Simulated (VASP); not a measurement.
# LiY with BLYP + D3: from relaxation to properties, part 4 of 4

Wanted: the relaxed cell of LiY and its properties. The cell is invented: it takes the structure of COD entry 1524193, DyCu (space group 221 there), with all of its atoms replaced by other elements, volume scaled by an estimate. It may not be a known or stable phase. Left out of this account: at least 1 further run (elastic: elastic constants of a metal on too coarse a mesh).

VASP 6.6.1, plane waves and PAW; the level of theory is named at each step.

Still holding for the runs below: The k-mesh is coarse for a metal.

So far. Step 5 (Band structure (BLYP + D3)): Of the bands kept, 2 cross the Fermi level on this path. Step 6 (Density of states (BLYP + D3)): The finer mesh and the other smearing move the Fermi level by +0.00 eV from the 6×6×6 run, a small shift, which tests the Fermi level alone. Of the states within 0.3 eV of the Fermi level, the largest shares in the PAW spheres are Y d 42 % and Y p 8 %. The rest lies in smaller channels or between the spheres. The relaxed cell has a = 3.691 Å (conventional setting).

## Step 7: Band structure (BLYP + D3 + SOC)

This step: BLYP with D3, spin-orbit coupling; plane waves and PAW (Y_sv, Li_sv); invented cell (VASP 6.6.1).

Levels along the symmetry lines show where the bands peak and cross; KPOINTS_OPT computes them in the converged potential. Spin-orbit coupling needs spinors and the noncollinear program, where each band holds one electron.

INCAR reads:

```
SYSTEM = LiY
PREC = Accurate
ENCUT = 650
EDIFF = 1E-06
NELM = 100
ISMEAR = 0
SIGMA = 0.05
LREAL = .FALSE.
ALGO = Normal
GGA = B5
ALDAX = 1
AGGAX = 1
AGGAC = 1
ALDAC = 0
IVDW = 11
VDW_S6 = 1
VDW_S8 = 1.682
VDW_SR = 1.094
VDW_SR8 = 1
LNONCOLLINEAR = .TRUE.
MAGMOM = 0 0 0 0 0 0
NBANDS = 26
GGA_COMPAT = .FALSE.
LASPH = .TRUE.
LSORBIT = .TRUE.
LMAXMIX = 4
LORBIT = 11
LWAVE = .FALSE.
LCHARG = .FALSE.
```

POSCAR reads:

```
LiY
1.0
    3.6905386958      0.0000000000      0.0000000000
    0.0000000000      3.6905386958      0.0000000000
    0.0000000000      0.0000000000      3.6905386958
Y Li
1 1
Direct
    0.5000000000      0.5000000000      0.5000000000
    0.0000000000      0.0000000000      0.0000000000
```

KPOINTS reads:

```
Automatic mesh
0
Gamma
5 5 5
0 0 0
```

KPOINTS_OPT reads:

```
Line mode
16
Line-mode
Reciprocal
  0.00000000   0.00000000   0.00000000 GAMMA
  0.00000000   0.50000000   0.00000000 X

  0.00000000   0.50000000   0.00000000 X
  0.50000000   0.50000000   0.00000000 M

  0.50000000   0.50000000   0.00000000 M
  0.00000000   0.00000000   0.00000000 GAMMA

  0.00000000   0.00000000   0.00000000 GAMMA
  0.50000000   0.50000000   0.50000000 R

  0.50000000   0.50000000   0.50000000 R
  0.00000000   0.50000000   0.00000000 X

  0.50000000   0.50000000   0.00000000 M
  0.50000000   0.50000000   0.50000000 R
```

Potentials, in the order of the species: Y_sv and Li_sv (PBE family, release 64).

Started as:

```sh
mpirun -np 1 vasp_ncl
```

What it wrote:

```text
[... set-up lines as in an earlier step ...]
 entering main loop
       N       E                     dE             d eps       ncg     rms          rms(c)
DAV:   1     0.723394538737E+02    0.72339E+02   -0.68605E+03   520   0.120E+03
DAV:   2     0.127165509127E+01   -0.71068E+02   -0.67633E+02   644   0.284E+02
DAV:   3    -0.711234441710E+01   -0.83840E+01   -0.82039E+01   908   0.506E+01
DAV:   4    -0.744938574706E+01   -0.33704E+00   -0.33610E+00   696   0.142E+01
DAV:   5    -0.746824943808E+01   -0.18864E-01   -0.18857E-01   766   0.232E+00    0.228E+01
DAV:   6    -0.692524226472E+01    0.54301E+00   -0.60664E-01   570   0.446E+00    0.145E+01
DAV:   7    -0.686159938383E+01    0.63643E-01   -0.97480E-01   700   0.471E+00    0.373E+00
DAV:   8    -0.685166337120E+01    0.99360E-02   -0.10168E-01   616   0.188E+00    0.125E+00
DAV:   9    -0.684636030184E+01    0.53031E-02   -0.64272E-02   576   0.165E+00    0.945E-01
DAV:  10    -0.684477530403E+01    0.15850E-02   -0.13331E-02   560   0.766E-01    0.478E-01
DAV:  11    -0.684462442362E+01    0.15088E-03   -0.74430E-04   712   0.175E-01    0.827E-02
DAV:  12    -0.684465424274E+01   -0.29819E-04   -0.12241E-04   712   0.640E-02    0.610E-02
DAV:  13    -0.684466252957E+01   -0.82868E-05   -0.12399E-05   664   0.260E-02    0.175E-02
DAV:  14    -0.684466302937E+01   -0.49980E-06   -0.46501E-06   612   0.139E-02
   1 F= -.77592159E+01 E0= -.77559971E+01  d E =-.643753E-02  mag=     0.0000    -0.0000    -0.0000
 Start KPOINTS_OPT (optional k-point list driver)
k-point batch [1-10\96]
       N       E                     dE             ncg
DAV:   1    -0.199985337258E+04   -0.24060E+04      520
DAV:   2    -0.277150417041E+04   -0.77165E+03      682
DAV:   3    -0.285423340663E+04   -0.82729E+02      908
DAV:   4    -0.285928577711E+04   -0.50524E+01      720
DAV:   5    -0.285958338088E+04   -0.29760E+00      772
DAV:   6    -0.285958769569E+04   -0.43148E-02      708
DAV:   7    -0.285958781177E+04   -0.11609E-03      760
DAV:   8    -0.285958781373E+04   -0.19528E-05      636
DAV:   9    -0.285958781376E+04   -0.37452E-07      438
[...]
k-point batch [91-96\96]
       N       E                     dE             ncg
DAV:   1     0.116736591929E+04   -0.50662E+04      312
DAV:   2     0.774206049546E+03   -0.39316E+03      372
DAV:   3     0.737086413646E+03   -0.37120E+02      504
DAV:   4     0.734888277536E+03   -0.21981E+01      470
DAV:   5     0.734769571373E+03   -0.11871E+00      464
DAV:   6     0.734767730296E+03   -0.18411E-02      454
DAV:   7     0.734767613142E+03   -0.11715E-03      488
DAV:   8     0.734767612691E+03   -0.45109E-06      392
```

Wall time 2.2 min (1 MPI rank of Intel Xeon 6975P-C (Granite Rapids), shared host); peak memory 0.32 GiB.

OUTCAR, selected parts (step 7):

```text
   k-points           NKPTS =     10   k-points in BZ     NKDIM =     10   number of bands    NBANDS=     26

   NELECT =      14.0000    total number of electrons

 E-fermi :   2.7692

 k-point     1 :       0.0000    0.0000    0.0000
  band No.  band energies     occupation
    ...
     12      -1.5012      1.00000
     13       2.6219      0.99998
     14       2.6219      0.99998
     15       2.6219      0.99998
     16       2.6219      0.99998
     17       6.3517      0.00000
     18       6.3517      0.00000
     19       6.3517      0.00000
     20       6.3517      0.00000
     21       6.4279      0.00000
    ...

 Edisp (eV)   -0.91455

  Total       0.04867     0.04867     0.04867    -0.00000     0.00000     0.00000
  in kB       1.55131     1.55131     1.55131    -0.00000     0.00000     0.00000
  external pressure =        1.55 kB  Pullay stress =        0.00 kB

  FREE ENERGIE OF THE ION-ELECTRON SYSTEM (eV)
  ---------------------------------------------------
  free  energy   TOTEN  =        -7.7592158746 eV

  energy  without entropy=       -7.7527783397  energy(sigma->0) =       -7.75599711

 Spin-Orbit-Coupling matrix elements
 Ion:    1  E_soc:     -0.0983017
 Ion:    2  E_soc:      0.0000008

 magnetization (x)
# of ion       s       p       d       f       tot
--------------------------------------------------
    1        0.000   0.000   0.000  -0.000   0.000
    2        0.000   0.000   0.000   0.000   0.000
--------------------------------------------------
tot          0.000   0.000   0.000  -0.000   0.000

 magnetization (y)
# of ion       s       p       d       f       tot
--------------------------------------------------
    1        0.000   0.000   0.000   0.000   0.000
    2       -0.000   0.000   0.000   0.000  -0.000
--------------------------------------------------
tot         -0.000   0.000   0.000   0.000  -0.000

 magnetization (z)
# of ion       s       p       d       f       tot
--------------------------------------------------
    1       -0.000   0.000   0.000  -0.000  -0.000
    2        0.000   0.000   0.000   0.000   0.000
--------------------------------------------------
tot         -0.000   0.000   0.000  -0.000  -0.000

[... 8 parts as in an earlier step ...]

[... 9 further parts left out ...]
```

LASPH is on here and off in scalar runs of this session, so a comparison with those holds both changes.

Numbers from this step:

```yaml
bands: 26
irreducible_k_points: 10
free_energy_toten: -7.759 eV
energy_at_zero_smearing: -7.756 eV
fermi_energy: 2.769 eV
pressure: 0.1551 GPa
```

On-site spin-orbit energy by atom:

```csv
atom,on-site spin-orbit energy (eV)
Y1,-0.0983
Li2,0.0000
```

The electronic bands at the labelled points (eV, zero at the Fermi level; # counts the bands kept in this run, so #1 is VASP's band 11):

| point | #1 | #2 | #3 | #4 | #5 | #6 | #7 | #8 |
| --- | --- | --- | --- | --- | --- | --- | --- | --- |
| Γ | -4.27 | -4.27 | -0.15 | -0.15 | -0.15 | -0.15 | 3.58 | 3.58 |
| 0.47 of the way | -3.65 | -3.65 | -0.09 | -0.09 | 0.09 | 0.09 | 2.42 | 2.42 |
| X | -2.51 | -2.51 | -0.71 | -0.71 | 0.44 | 0.44 | 1.64 | 1.64 |
| 0.47 of the way | -1.72 | -1.72 | -0.94 | -0.94 | 0.84 | 0.84 | 1.15 | 1.15 |
| M | -1.24 | -1.24 | -0.09 | -0.09 | 0.69 | 0.69 | 0.81 | 0.81 |
| 0.47 of the way | -2.66 | -2.66 | -0.05 | -0.05 | 0.34 | 0.34 | 1.39 | 1.39 |
| Γ | -4.27 | -4.27 | -0.15 | -0.15 | -0.15 | -0.15 | 3.58 | 3.58 |
| 0.47 of the way | -2.42 | -2.42 | 0.28 | 0.28 | 0.28 | 0.28 | 1.61 | 1.61 |
| R | -0.98 | -0.98 | -0.98 | -0.98 | -0.96 | -0.96 | 4.45 | 4.45 |
| 0.53 of the way | -1.05 | -1.05 | -0.95 | -0.95 | 0.18 | 0.18 | 1.41 | 1.41 |
| X | -2.51 | -2.51 | -0.71 | -0.71 | 0.44 | 0.44 | 1.64 | 1.64 |
| jump to M | -1.24 | -1.24 | -0.09 | -0.09 | 0.69 | 0.69 | 0.81 | 0.81 |
| 0.47 of the way | -1.13 | -1.13 | -0.28 | -0.28 | -0.24 | -0.24 | 1.15 | 1.15 |
| R | -0.98 | -0.98 | -0.98 | -0.98 | -0.96 | -0.96 | 4.45 | 4.45 |

Of the projections kept (Y, Li), the largest for each band there, as a share of the weight inside these atoms' spheres; weight between the spheres isn't counted:

| point | #1 | #2 | #3 | #4 | #5 | #6 | #7 | #8 |
| --- | --- | --- | --- | --- | --- | --- | --- | --- |
| Γ | Y 0.86 | Y 0.86 | Y 1.00 | Y 1.00 | Y 1.00 | Y 1.00 | Y 1.00 | Y 1.00 |
| X | Y 0.93 | Y 0.93 | Y 0.85 | Y 0.85 | Y 1.00 | Y 1.00 | Y 0.96 | Y 0.96 |
| M | Y 0.92 | Y 0.92 | Y 1.00 | Y 1.00 | Y 0.87 | Y 0.87 | Y 0.85 | Y 0.85 |
| Γ | Y 0.86 | Y 0.86 | Y 1.00 | Y 1.00 | Y 1.00 | Y 1.00 | Y 1.00 | Y 1.00 |
| R | Y 0.93 | Y 0.93 | Y 0.93 | Y 0.93 | Y 0.93 | Y 0.93 | Y 1.00 | Y 1.00 |
| X | Y 0.93 | Y 0.93 | Y 0.85 | Y 0.85 | Y 1.00 | Y 1.00 | Y 0.96 | Y 0.96 |

There is no gap at this level.

## Step 8: A single point (BLYP + D3) with a changed input

This step: BLYP with D3; plane waves and PAW (Y_sv, Li_sv); invented cell (VASP 6.6.1).

A single point gives energy, forces and stress at these settings. Some settings are moved from the usual, to see what they do.

INCAR reads:

```
SYSTEM = LiY
PREC = Accurate
ENCUT = 650
EDIFF = 1E-06
NELM = 100
ISMEAR = 0
SIGMA = 0.3
LREAL = On
ALGO = Normal
GGA = B5
ALDAX = 1
AGGAX = 1
AGGAC = 1
ALDAC = 0
IVDW = 11
VDW_S6 = 1
VDW_S8 = 1.682
VDW_SR = 1.094
VDW_SR8 = 1
NBANDS = 13
LORBIT = 11
LWAVE = .FALSE.
LCHARG = .FALSE.
ISIF = 2
NELECT = 14.5
```

POSCAR is that of step 7.

KPOINTS reads:

```
Automatic mesh
0
Gamma
6 6 6
0 0 0
```

Started as:

```sh
mpirun -np 1 vasp_std
```

What it wrote:

```text
[banner, memory and clock lines left out]
running    1 mpi-ranks, on    1 nodes
 distrk:  each k-point on    1 cores,    1 groups
 distr:  one band on    1 cores,    1 groups

 POSCAR found type information on POSCAR Y Li
 POSCAR found :  2 types and       2 ions
|                                                                             |
|               ----> ADVICE to this user running VASP <----                  |
|                                                                             |
|     You have a (more or less) 'small supercell' and for smaller cells       |
|     it is recommended to use the reciprocal-space projection scheme!        |
|     The real-space optimization is not efficient for small cells and it     |
|     is also less accurate ...                                               |
|     Therefore, set LREAL=.FALSE. in the INCAR file.                         |
|                                                                             |

 [... a notice as in an earlier step ...]

 LDA part: xc-table for (Slater(with rela. corr.)+VWN5), standard interpolation
 POSCAR, INCAR and KPOINTS ok, starting setup
 FFT: planning ... GRIDC
 FFT: planning ... GRID_SOFT
 FFT: planning ... GRID
 WAVECAR not read
 entering main loop
       N       E                     dE             d eps       ncg     rms          rms(c)
DAV:   1     0.755001481052E+02    0.75500E+02   -0.69564E+03   520   0.118E+03
DAV:   2     0.771558655358E+01   -0.67785E+02   -0.65795E+02   759   0.225E+02
DAV:   3     0.516551950285E+01   -0.25501E+01   -0.25141E+01   670   0.398E+01
DAV:   4     0.499148694682E+01   -0.17403E+00   -0.17389E+00   751   0.784E+00
DAV:   5     0.498666092395E+01   -0.48260E-02   -0.48258E-02   683   0.103E+00BRMIX: very serious problems
 the old and the new charge density differ
 old charge density:    14.00000 new   14.50000
    0.660E+01
DAV:   6     0.559401340644E+01    0.60735E+00   -0.56709E-01   565   0.426E+00    0.451E+01
DAV:   7     0.584129079782E+01    0.24728E+00   -0.23325E+00   595   0.780E+00    0.119E+01
DAV:   8     0.549414235780E+01   -0.34715E+00   -0.63574E-01   631   0.517E+00    0.302E+01
DAV:   9     0.592938265151E+01    0.43524E+00   -0.13139E+00   550   0.655E+00    0.267E+00
DAV:  10     0.592348569423E+01   -0.58970E-02   -0.71452E-02   665   0.164E+00    0.621E-01
DAV:  11     0.592315895460E+01   -0.32674E-03   -0.26010E-03   683   0.377E-01    0.213E-01
DAV:  12     0.592313574654E+01   -0.23208E-04   -0.27299E-04   625   0.138E-01    0.176E-01
DAV:  13     0.592312861276E+01   -0.71338E-05   -0.80111E-05   605   0.664E-02    0.400E-02
DAV:  14     0.592312306411E+01   -0.55487E-05   -0.10938E-05   699   0.285E-02    0.303E-02
DAV:  15     0.592312319926E+01    0.13515E-06   -0.20541E-06   570   0.108E-02
   1 F= 0.50085704E+01 E0= 0.50520686E+01  d E =-.869965E-01
```

Run time: 17 s. Hardware: 1 MPI rank; peak memory 0.2 GiB.

From OUTCAR (step 8):

```text
NELECT = 14.5

 ion  position               nearest neighbor table
   1  0.500  0.500  0.500-   2 3.20   2 3.20   2 3.20   2 3.20   2 3.20   2 3.20   2 3.20   2 3.20

 E-fermi :   3.4809

 k-point     1 :       0.0000    0.0000    0.0000
  band No.  band energies     occupation
    ...
      2     -40.8626      2.00000
      3     -19.6137      2.00000
      4     -19.6137      2.00000
      5     -19.6137      2.00000
      6      -0.9268      2.00000
      7       3.7567      0.19355
      8       3.7567      0.19355
      9       7.9252      0.00000
     10       7.9252      0.00000
     11       7.9252      0.00000
    ...

 Edisp (eV)   -0.91455

  Total      11.04707    11.04707    11.04707     0.00000     0.00000    -0.00000
  in kB     352.11815   352.11815   352.11815     0.00000     0.00000    -0.00000
  external pressure =      352.12 kB  Pullay stress =        0.00 kB

  FREE ENERGIE OF THE ION-ELECTRON SYSTEM (eV)
  ---------------------------------------------------
  free  energy   TOTEN  =         5.0085703540 eV

  energy  without entropy=        5.0955668222  energy(sigma->0) =        5.05206859

[... 8 parts as in an earlier step ...]

[... 9 further parts left out ...]
```

The run converged; its settings lie outside those of the reference runs, so its numbers are set aside.

Settings moved from the usual: SIGMA = 0.3, LREAL = On and NELECT = 14.5.

NELECT differs from the neutral count, so the cell is charged against a uniform background: another system, not a numerical setting.

## Step 9: Total and projected DOS (BLYP + D3) with a changed input

This run is made with a changed input; what comes of it follows.

INCAR reads:

```
SYSTEM = LiY
PREC = Accurate
ENCUT = 650
EDIFF = 1E-06
NELM = 59
ISMEAR = -5
SIGMA = 0.05
LREAL = .FALSE.
ALGO = Normal
GGA = B5
ALDAX = 1
AGGAX = 1
AGGAC = 1
ALDAC = 0
IVDW = 11
VDW_S6 = 1
VDW_S8 = 1.682
VDW_SR = 1.094
VDW_SR8 = 1
NBANDS = 19
LORBIT = 11
LWAVE = .FALSE.
LCHARG = .FALSE.
NEDOS = 2001
```

POSCAR, as its differences from that of step 8:

```diff
@@ -9,2 +9,2 @@
     0.5000000000      0.5000000000      0.5000000000
-    0.0000000000      0.0000000000      0.0000000000
+    0.4871700000      0.5203200000      0.5125200000
```

KPOINTS reads:

```
Automatic mesh
0
Gamma
9 9 9
0 0 0
```

Started as:

```sh
mpirun -np 1 vasp_std
```

What it wrote:

```text
[banner, memory and clock lines left out]
running    1 mpi-ranks, on    1 nodes
[...]
[... a notice as in an earlier step ...]

 LDA part: xc-table for (Slater(with rela. corr.)+VWN5), standard interpolation
|                                                                             |
|           W    W    AA    RRRRR   N    N  II  N    N   GGGG   !!!           |
|           W    W   A  A   R    R  NN   N  II  NN   N  G    G  !!!           |
|           W    W  A    A  R    R  N N  N  II  N N  N  G       !!!           |
|           W WW W  AAAAAA  RRRRR   N  N N  II  N  N N  G  GGG   !            |
|           WW  WW  A    A  R   R   N   NN  II  N   NN  G    G                |
|           W    W  A    A  R    R  N    N  II  N    N   GGGG   !!!           |
|                                                                             |
|     The distance between some ions is very small. Please check the          |
|     nearest-neighbor list in the OUTCAR file.                               |
|     I HOPE YOU KNOW WHAT YOU ARE DOING!                                     |
|                                                                             |

 POSCAR, INCAR and KPOINTS ok, starting setup
[...]
entering main loop
       N       E                     dE             d eps       ncg     rms          rms(c)
|                                                                             |
|     EEEEEEE  RRRRRR   RRRRRR   OOOOOOO  RRRRRR      ###     ###     ###     |
|     E        R     R  R     R  O     O  R     R     ###     ###     ###     |
|     E        R     R  R     R  O     O  R     R     ###     ###     ###     |
|     EEEEE    RRRRRR   RRRRRR   O     O  RRRRRR       #       #       #      |
|     E        R   R    R   R    O     O  R   R                               |
|     E        R    R   R    R   O     O  R    R      ###     ###     ###     |
|     EEEEEEE  R     R  R     R  OOOOOOO  R     R     ###     ###     ###     |
|                                                                             |
|     EDDAV: Call to ZHEGV failed. Returncode = 15 2 16                       |
|                                                                             |
|       ---->  I REFUSE TO CONTINUE WITH THIS SICK JOB ... BYE!!! <----       |
|                                                                             |

1
```

Elapsed: 4.4 s, on 1 MPI rank.

VASP stopped before it finished a first electronic cycle.

VASP's message: “EDDAV: Call to ZHEGV failed. Returncode = 15 2 16”. No number of this run is used.

The fault in the input: overlapping atoms. Two atoms sit far too close; correct POSCAR.

## Step 10: Outcome

* relaxed volume: 25.13 Å³/atom
* relaxed conventional cell a, b, c: 3.691, 3.691, 3.691 Å
* space group after relaxing, within 0.02 Å: Pm-3m (No. 221)
* band gap: none, a metal
* DOS at the Fermi level: 3.14 states/eV/cell
* band gap (BLYP + D3 + SOC): none, a metal

What this shows: With BLYP + D3, LiY relaxes to 25.13 Å³/atom in space group Pm-3m (held by the symmetry of the run) and comes out as a metal. Band structure (BLYP + D3): Of the bands kept, 2 cross the Fermi level on this path. Band structure (BLYP + D3 + SOC): Of the bands kept, 4 cross the Fermi level on this path (spinor bands, one electron each). LASPH was switched on together with spin-orbit coupling, so shifts put down to the coupling hold both changes, and that of the mesh where it differs. The k-sampling is coarse for a metal, so the Fermi level, pressures and the shape of the cell carry errors. No search among competing phases was made. All values are for a static lattice at zero temperature.

[Lines on the potential files, build, host, timing and source positions are cut from VASP's logs without a mark.]

[Logs are printed without paths, hosts, clocks, repeated set-up lines and the standing remarks that a program may print on its own settings, such as how far it seeks lower states.]

[Hosts, paths, dates, database ids (printed as entryN), source tags and the programs' standing remarks are cut or masked in the printed files.]

[A measured line is paired with the nearest computed mode of its activity, which favours agreement.]

[In band tables of VASP the shares of atoms and orbitals are scaled to a sum of 1 inside the atoms' spheres.]
